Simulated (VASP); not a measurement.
```
HgO
1.0
    3.51750     0.00000     0.00000
   -1.75875     3.04624     0.00000
    0.00000     0.00000     8.55656
Hg O
3 3
Direct
  0.26400   0.26400   0.50000
  0.73600   0.00000   0.83333
  0.00000   0.73600   0.16667
  0.51391   0.51391   0.00000
  0.48609   0.00000   0.33333
  0.00000   0.48609   0.66667
```

All values below come from LDA (Ceperley-Alder, Perdew-Zunger), VASP's LDA PAW potentials (set 64) (plane waves; VASP). Settings: 520 eV cut-off, 8×8×3 Γ-centred mesh, tetrahedra with Blöchl corrections, potentials Hg O.

**Question.** Estimate the energy per atom (σ→0).

**Answer.** 
```
Property                        Value
---------------------  --------------
energy per atom (σ→0)  -3635 meV/atom
```

Only differences to runs with the same potentials and settings are physical.

The structure comes from a computed database's HgO entry (P3_121); how it stands against other phases isn't given here. It was relaxed first, which changed the volume by -8 %.
